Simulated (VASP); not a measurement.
Here is the system:

```
Ca3PbO
1.0
    4.84593     0.00000     0.00000
    0.00000     4.84593     0.00000
    0.00000     0.00000     4.84593
Ca Pb O
3 1 1
Cartesian
  2.42297   0.00000   2.42297
  0.00000   2.42297   2.42297
  2.42297   2.42297   0.00000
  0.00000   0.00000   0.00000
  2.42297   2.42297   2.42297
```

Method: LDA (Ceperley-Alder, Perdew-Zunger), VASP's LDA PAW potentials (set 64) (plane waves; VASP 6.6.1). Run with 400 eV cut-off, 6×6×6 Γ-centred mesh, Gaussian smearing of 0.10 eV, potentials Ca_sv Pb_d O.

At this cut-off the stress carries a Pulay error, which pulls relaxed volumes low. Unless said otherwise, spin-orbit coupling is left out, though it shifts the bands of the heavy elements here.

### Question
Estimate the energy per atom (σ→0), pressure, band gap (on the k-mesh) with the smallest direct gap where there is one.

### Answer

- band gap (on the k-mesh) = none (metal, semimetal or under 0.01 eV)
- energy per atom (σ→0) = -5.029 eV/atom
- pressure = -4.67 GPa

Only differences to runs with the same potentials and settings are physical.

The structure comes from a computed database's Ca3PbO entry (Pm-3m); how it stands against other phases isn't given here. The cell was not relaxed at this level.
